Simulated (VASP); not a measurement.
VASP ran on this input.

**INCAR**
```
ALGO  =  Normal
EDIFF  =  1E-6
MAGMOM  =  2.1
LREAL  =  .FALSE.   # projection in real space or not
PREC  =  Accurate
PSTRESS  =  50
ENCUT  =  500   # plane-wave cut-off (eV)
NELM  =  100
SIGMA  =  0.1   # width (eV)
GGA  =  PS   # PBEsol
EDIFFG  =  -0.02   # ionic stop
IBRION  =  2   # conjugate gradients
ISMEAR  =  1   # Methfessel-Paxton
LMAXMIX  =  4
LCHARG  =  .FALSE.
NSW  =  40
SYSTEM  =  Fe
ISIF  =  3   # ions, shape and volume
LASPH  =  .TRUE.   # aspherical one-centre terms
ISPIN  =  2
LORBIT  =  10
LWAVE  =  .FALSE.
```

### KPOINTS
```
Regular mesh
0
G
 18 18 18
0 0 0
```

**POSCAR**
```
Fe
1
   -1.3841304163     1.3841304163     1.3841304163
    1.3841304163    -1.3841304163     1.3841304163
    1.3841304163     1.3841304163    -1.3841304163
Fe
1
Direct
  0.0000000000   0.0000000000   0.0000000000
```

POTCAR, in this order: Fe (PBE.64 set). Program: vasp_std.

**Question.** Translate this PBEsol calculation to Quantum ESPRESSO's pw.x.

**Answer.** One equivalent input (not run):
```
&CONTROL
  calculation = 'vc-relax'
  pseudo_dir = './pseudo'
  outdir = './out'
  tprnfor = .true.
  tstress = .true.
  nstep = 40
  forc_conv_thr = 0.00078
/
&SYSTEM
  ibrav = 0
  nat = 1
  ntyp = 1
  ecutwfc = 90
  occupations = 'smearing'
  smearing = 'methfessel-paxton'
  degauss = 0.00735
  input_dft = 'pbesol'
  nspin = 2
  starting_magnetization(1) = 0.21
/
&ELECTRONS
  conv_thr = 7.3e-08
  electron_maxstep = 100
/
&IONS
/
&CELL
  press = 50
/
ATOMIC_SPECIES
  Fe 55.845 Fe.upf
CELL_PARAMETERS angstrom
    -1.3841304    1.3841304    1.3841304
     1.3841304   -1.3841304    1.3841304
     1.3841304    1.3841304   -1.3841304
ATOMIC_POSITIONS crystal
  Fe   0.0000000  0.0000000  0.0000000
K_POINTS automatic
  18 18 18 0 0 0
```
The two are equivalent in intent, not identical: the potentials are each code's own (VASP's PAW set, PseudoDojo norm-conserving files in pw.x), so ENCUT and ecutwfc are chosen apart and not converted; conv_thr bounds pw.x's estimated SCF error, while EDIFF bounds the energy change between steps; starting_magnetization is a fraction of the valence charge and MAGMOM a moment in μB, so they match only roughly; forc_conv_thr acts on force components and is met together with etot_conv_thr.

The compound is Fe in the bcc structure. It was relaxed first under an external pressure of 5 GPa.
